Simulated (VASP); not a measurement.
```xyz
1
Lattice="0.0000 2.4641 2.4641 2.4641 0.0000 2.4641 2.4641 2.4641 0.0000" Properties=species:S:1:pos:R:3 pbc="T T T"
Pb     0.0000     0.0000     0.0000
```

Level of theory: PBEsol GGA, VASP's PBE PAW potentials (set 64) (plane waves; VASP). Run with PREC = Normal, EDIFF = 1E-5, 400 eV cut-off, 14×14×14 Γ-centred mesh, first-order Methfessel-Paxton smearing of 0.10 eV, potentials Pb_d.

Unless said otherwise, spin-orbit coupling is left out, though it shifts the bands of the heavy elements here.

**Question.** Predict the energy per atom (σ→0), band gap (on the k-mesh) with the smallest direct gap where there is one.

**Answer.** 
| Item | Value |
|---|---|
| band gap (on the k-mesh) | none (metal, semimetal or under 0.01 eV) |
| energy per atom (σ→0) | -4.003 eV/atom |

Only differences to runs with the same potentials and settings are physical.

The compound is Pb in the fcc structure. It was relaxed first.
